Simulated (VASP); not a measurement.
```
CELL_PARAMETERS angstrom
      3.51000     0.00000     0.00000
      0.00000     3.51000     0.00000
      0.00000     0.00000     3.51000
ATOMIC_POSITIONS crystal
  Si 0.00000 0.00000 0.00000
  Ni 0.00000 0.50000 0.50000
  Ni 0.50000 0.00000 0.50000
  Ni 0.50000 0.50000 0.00000
```

Method: PW91 GGA, VASP's PBE PAW potentials (set 64) (plane waves; VASP 6.6.1). Settings: 520 eV cut-off, 10×10×10 Γ-centred mesh, tetrahedra with Blöchl corrections, potentials Si Ni.

The cores are frozen, which limits the accuracy of field gradients.

Question: Give the principal components of the electric field gradient (V/Å²) and the asymmetry η at each nucleus.

Answer: 
```csv
atom,Vxx,Vyy,Vzz,η
Si1,0.0,0.0,0.0,-
Ni2,21.6,21.6,-43.1,0.00
Ni3,21.6,21.6,-43.1,0.00
Ni4,21.6,21.6,-43.1,0.00
```

The compound is Ni3Si in the L1_2 structure. The cell was not relaxed at this level. The run is not spin-polarised, so no magnetic state was tried.
